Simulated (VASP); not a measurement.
LaCo, 8 atoms in the cell. The structure is cubic, space group I2_13 (No. 199). Conventional cell: a = 6.966 Å, b = 6.966 Å, c = 6.966 Å, α = 90.00°, β = 90.00°, γ = 90.00°. La (site symmetry 3) has 4 Co at 2.62 to 2.94 Å as nearest neighbours. Around Co (site symmetry 3) lie 4 La at 2.62 to 2.94 Å and 3 Co at 2.96 Å. The cell comes from a database or a generator and needn't be the stable form of this composition.

* Program: VASP 6.6.1
* Task: single point
* Functional: PBE
* Potentials or basis: VASP PAW PBE potentials, release 64 (La, Co)
* Cutoff: 520 eV
* k mesh: 6 × 6 × 6
* Occupations: fermi-dirac, width 0.05 eV
* Spin: collinear spin, ferromagnetic start
* Starting moments: [0.0, 0.0, 0.0, 0.0, 2.0, 2.0, 2.0, 2.0] μB
* Further INCAR settings: ALGO = Normal; EDIFF = 1e-07; NBANDS = 54

Potentials or basis: VASP PAW PBE potentials, release 64 (La, Co).

Launch:

```bash
$ cat potpaw_PBE.64/La/POTCAR potpaw_PBE.64/Co/POTCAR > POTCAR
$ mpirun -np 1 vasp_std > vasp.out
```

Hardware: 1 thread of AMD EPYC 9R45 (Zen 5), with other jobs on the host.

**Question.** How long does it take, and how much memory?

**Answer.** Wall time 9 min on 1 thread of AMD EPYC 9R45 (Zen 5) (shared host), peak memory 0.51 GiB. Counts: scf iterations 22, k points 18.
